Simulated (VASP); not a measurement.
An input for Quantum ESPRESSO's pw.x (written as the equivalent of a VASP run, and not itself run):

```
&CONTROL
  calculation = 'vc-relax'
  pseudo_dir = './pseudo'
  outdir = './out'
  tprnfor = .true.
  tstress = .true.
  nstep = 60
  forc_conv_thr = 0.00078
/
&SYSTEM
  ibrav = 0
  nat = 3
  ntyp = 2
  ecutwfc = 72
  occupations = 'smearing'
  smearing = 'gaussian'
  degauss = 0.003675
  input_dft = 'pw91'
/
&ELECTRONS
  conv_thr = 7.3e-08
  electron_maxstep = 100
/
&IONS
/
&CELL
/
ATOMIC_SPECIES
  Sn 118.710 Sn.upf
  S 32.060 S.upf
CELL_PARAMETERS angstrom
     1.8567281   -3.2159477   -0.0000000
     1.8567281    3.2159477    0.0000000
    -0.0000000    0.0000000    6.5099206
ATOMIC_POSITIONS crystal
  Sn   0.0000000  0.0000000  0.0000000
  S    0.3333330  0.6666670  0.2263971
  S    0.6666670  0.3333330  0.7736029
K_POINTS automatic
  6 6 3 0 0 0
```

### Question
Translate this input to VASP (INCAR, KPOINTS, POSCAR, choice of POTCAR).

### Answer
One answer among several that fit: 
### POSCAR
```
SnS2
1
    1.8567280758    -3.2159476529    -0.0000000000
    1.8567280758     3.2159476529     0.0000000000
   -0.0000000000     0.0000000000     6.5099206280
Sn S
1 2
Direct
  0.0000000000   0.0000000000   0.0000000000
  0.3333330000   0.6666670000   0.2263971118
  0.6666670000   0.3333330000   0.7736028882
```

File KPOINTS:
```
K-points
0
G
  6 6 3
0 0 0
```

INCAR:
```
ENCUT = 520
EDIFF = 1E-6   ! SCF stop (eV)
NSW = 60   ! most ionic steps
ISIF = 3   ! ions, shape and volume
SIGMA = 0.05   ! width (eV)
LCHARG = .False.
LREAL = .False.   ! projection in real space or not
LWAVE = .False.
IBRION = 2   ! conjugate gradients
SYSTEM = SnS2
LMAXMIX = 4   ! l cut-off of mixed one-centre charges
LASPH = .True.   ! aspherical one-centre terms
ISMEAR = 0   ! Gaussian
NELM = 100   ! most electronic steps
ALGO = Normal   ! blocked Davidson
EDIFFG = -0.02
PREC = Accurate
GGA = 91
```

POTCAR, in this order: Sn_d S (PBE.64 set). Program: vasp_std.

What does not carry over: the potentials are each code's own (VASP's PAW set, PseudoDojo norm-conserving files in pw.x), so ENCUT and ecutwfc are chosen apart and not converted; conv_thr bounds pw.x's estimated SCF error, while EDIFF bounds the energy change between steps; forc_conv_thr acts on force components and is met together with etot_conv_thr.

The compound is SnS2 in the 1T layered structure. This run relaxes it. Symmetry was kept, so distortions that lower it aren't found. The start is the result of an earlier pass.
